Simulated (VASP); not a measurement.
PbS:

```
Pb S
1.0
     0.00000    2.96575    2.96575
     2.96575    0.00000    2.96575
     2.96575    2.96575    0.00000
Pb S
1 1
Direct
  0.00000 0.00000 0.00000
  0.50000 0.50000 0.50000
```

- Program: VASP 6.6.1
- Task: relaxation of cell and atoms
- Functional: PBE
- Potentials or basis: VASP PAW PBE potentials, release 64 (Pb_d, S)
- Cutoff: 600 eV
- k mesh: 10 × 10 × 10
- Occupations: gaussian, width 0.02 eV
- Spin: no spin polarisation

At the start: pressure 2.2 GPa; volume 26.09 Å³/atom.

Question: Where does the relaxation end?

Answer: Over 3 steps the energy falls by 6.8 meV/atom and the volume is 27.10 Å³/atom (+3.9 %); space group Fm-3m (No. 225, to 0.05 Å).

The path:
```csv
step,energy change (eV),largest force (eV/Å),pressure (GPa),volume (Å³)
1,0.0000,0.0000,2.22,52.17
2,-0.0120,0.0000,-0.69,54.94
3,-0.0136,0.0000,0.01,54.21
```

Final structure:
```yaml
crystal:
  lattice:
    - [0.00000, 3.00384, 3.00384]
    - [3.00384, 0.00000, 3.00384]
    - [3.00384, 3.00384, 0.00000]
  atoms:
    - { symbol: Pb, position: [0.00000, 0.00000, 0.00000] }
    - { symbol: S, position: [0.50000, 0.50000, 0.50000] }
```
